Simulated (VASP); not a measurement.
Data:

```
CELL_PARAMETERS angstrom
      0.00000     3.49665     3.49665
      3.49665     0.00000     3.49665
      3.49665     3.49665     0.00000
ATOMIC_POSITIONS crystal
  Ba 0.00000 0.00000 0.00000
  Te 0.50000 0.50000 0.50000
```

All values below come from PBE GGA with D3 dispersion (Becke-Johnson damping), VASP's PBE PAW potentials (set 64) (plane waves; VASP). Numerical set-up: 520 eV cut-off, Gaussian smearing of 0.050 eV, potentials Ba_sv Te.

Unless said otherwise, spin-orbit coupling is left out, though it shifts the bands of the heavy elements here.

Predict the band gap (along the path) with the smallest direct gap where there is one.

```json
{
 "band gap (along the path)": "1.51 eV",
 "smallest direct gap (along the path)": "1.90 eV"
}
```

The absolute energy has meaning only against runs of the same code, potentials and settings.

The compound is BaTe in the rock salt structure. It was relaxed first.
